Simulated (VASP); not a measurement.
Input:

```
NaCl
1.0
    0.00000     2.79092     2.79092
    2.79092     0.00000     2.79092
    2.79092     2.79092     0.00000
Na Cl
1 1
Direct
  0.00000   0.00000   0.00000
  0.50000   0.50000   0.50000
```

Calculation: r2SCAN meta-GGA, VASP's PBE PAW potentials (set 64) (plane waves; VASP). Run with 400 eV cut-off, 9×9×9 Γ-centred mesh, tetrahedra with Blöchl corrections, potentials Na_pv Cl.

### Question
Estimate the energy per atom (σ→0), band gap (over mesh and band path) with the smallest direct gap where there is one.

### Answer

```json
{
 "band gap (over mesh and band path)": "6.05 eV",
 "smallest direct gap (over mesh and band path)": "6.05 eV",
 "energy per atom (σ→0)": "-6.895 eV/atom"
}
```

Only differences to runs with the same potentials and settings are physical.

The compound is NaCl in the rock salt structure. It was relaxed first.
